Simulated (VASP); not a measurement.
Level of theory: PBEsol GGA, VASP's PBE PAW potentials (set 64) (plane waves; VASP).

The input files of a VASP run:

### KPOINTS
```
Automatic mesh
0
Gamma
9 9 9
0 0 0
```

INCAR:
```
SYSTEM = NaCl
PREC = Accurate
ENCUT = 400
EDIFF = 1E-7
NELM = 100
ALGO = Normal
LREAL = .FALSE.
LASPH = .TRUE.
ISMEAR = -5
GGA = PS
LWAVE = .FALSE.
LCHARG = .TRUE.
LORBIT = 11
NEDOS = 601
ISIF = 2
```

**POSCAR**
```
NaCl
1
    0.0000000000     2.7959587678     2.7959587678
    2.7959587678     0.0000000000     2.7959587678
    2.7959587678     2.7959587678     0.0000000000
Cl Na
1 1
Direct
  0.0000000000   0.0000000000   0.0000000000
  0.5000000000   0.5000000000   0.5000000000
```

POTCAR, in this order: Cl Na_pv (PBE.64 set). Program: vasp_std.

Output of the run:

OSZICAR:
```
       N       E                     dE             d eps       ncg     rms          rms(c)
DAV:   1     0.734880444405E+02    0.73488E+02   -0.65807E+03   773   0.108E+03
DAV:   2    -0.129347279326E+01   -0.74782E+02   -0.70600E+02   922   0.245E+02
DAV:   3    -0.704814731224E+01   -0.57547E+01   -0.57160E+01   929   0.656E+01
DAV:   4    -0.715569034449E+01   -0.10754E+00   -0.10743E+00   854   0.100E+01
DAV:   5    -0.715823609405E+01   -0.25457E-02   -0.25454E-02   996   0.147E+00    0.189E+00
DAV:   6    -0.700505633089E+01    0.15318E+00   -0.30350E-01   888   0.446E+00    0.137E+00
DAV:   7    -0.699448823090E+01    0.10568E-01   -0.68592E-02  1019   0.204E+00    0.911E-01
DAV:   8    -0.699788172885E+01   -0.33935E-02   -0.71128E-03   833   0.962E-01    0.225E-01
DAV:   9    -0.699781992783E+01    0.61801E-04   -0.18264E-04   937   0.129E-01    0.125E-01
DAV:  10    -0.699788907159E+01   -0.69144E-04   -0.20967E-04   821   0.109E-01    0.399E-02
DAV:  11    -0.699788205715E+01    0.70144E-05   -0.15413E-05   914   0.327E-02    0.121E-02
DAV:  12    -0.699788160035E+01    0.45680E-06   -0.24724E-06   827   0.111E-02    0.358E-03
DAV:  13    -0.699788180817E+01   -0.20783E-06   -0.10123E-07   860   0.243E-03    0.958E-04
DAV:  14    -0.699788181343E+01   -0.52589E-08   -0.36859E-09   448   0.577E-04
   1 F= -.69978818E+01 E0= -.69978818E+01  d E =0.000000E+00
```

OUTCAR:
```
------------------------ aborting loop because EDIFF is reached ----------------------------------------
  FORCE on cell =-STRESS in cart. coord.  units (eV):
  Direction    XX          YY          ZZ          XY          YZ          ZX
  --------------------------------------------------------------------------------------
  Total       -0.0017243     -0.0017243     -0.0017243      0.0000000     -0.0000000      0.0000000
  in kB       -0.0631964     -0.0631964     -0.0631964      0.0000000     -0.0000000      0.0000000
  external PRESSURE =      -0.0631964 kB  Pullay stress =       0.0000000 kB
  volume of cell :       43.71
      direct lattice vectors                 reciprocal lattice vectors
     0.000000000  2.795958768  2.795958768    -0.178829533  0.178829533  0.178829533
     2.795958768  0.000000000  2.795958768     0.178829533 -0.178829533  0.178829533
     2.795958768  2.795958768  0.000000000     0.178829533  0.178829533 -0.178829533
  FREE ENERGIE OF THE ION-ELECTRON SYSTEM (eV)
  ---------------------------------------------------
  free  energy   TOTEN  =        -6.9978818134 eV

  energy  without entropy=       -6.9978818134  energy(sigma->0) =       -6.99788181

 total charge

# of ion       s       p       d       tot
------------------------------------------
    1        1.578   3.556   0.000   5.134
    2        0.045   5.983   0.000   6.028
--------------------------------------------------
tot          1.623   9.539   0.000  11.162
```
(Selected blocks of OUTCAR.)

OUTCAR:
```
 val. band max:       -0.6336978893   @ k =   0.0000   0.0000   0.0000

 cond. band min:       4.3919183226   @ k =   0.0000   0.0000   0.0000


 Fermi energy:        -0.5920464871

 k-point     1 :       0.0000    0.0000    0.0000
  band No.  band energies     occupation
      1     -21.2365      2.00000
      2     -21.2365      2.00000
      3     -21.2365      2.00000
      4     -13.3394      2.00000
      5      -0.6337      2.00000
      6      -0.6337      2.00000
      7      -0.6337      2.00000
      8       4.3919      0.00000
      9      10.3872      0.00000
     10      10.3872      0.00000
     11      10.3872      0.00000

 k-point     2 :       0.1111    0.0000    0.0000
  band No.  band energies     occupation
      1     -21.2405      2.00000
      2     -21.2366      2.00000
      3     -21.2366      2.00000
      4     -13.2980      2.00000
      5      -0.9557      2.00000
      6      -0.6689      2.00000
      7      -0.6689      2.00000
      8       4.8091      0.00000
      9       9.9114      0.00000
     10      10.5522      0.00000
     11      10.5522      0.00000

 k-point     3 :       0.2222    0.0000    0.0000
  band No.  band energies     occupation
      1     -21.2508      2.00000
      2     -21.2373      2.00000
      3     -21.2373      2.00000
      4     -13.1906      2.00000
      5      -1.6330      2.00000
      6      -0.7555      2.00000
      7      -0.7555      2.00000
      8       5.6802      0.00000
      9       9.3354      0.00000
     10      10.7285      0.00000
     11      10.7285      0.00000

 k-point     4 :       0.3333    0.0000    0.0000
  band No.  band energies     occupation
      1     -21.2623      2.00000
      2     -21.2383      2.00000
      3     -21.2383      2.00000
      4     -13.0635      2.00000
      5      -2.2683      2.00000
      6      -0.8501      2.00000
      7      -0.8501      2.00000
      8       6.3133      0.00000
      9       9.4219      0.00000
...
```

The structure comes from a measured NaCl entry (Fm-3m) of the Crystallography Open Database, whose conditions weren't checked. It was relaxed first.
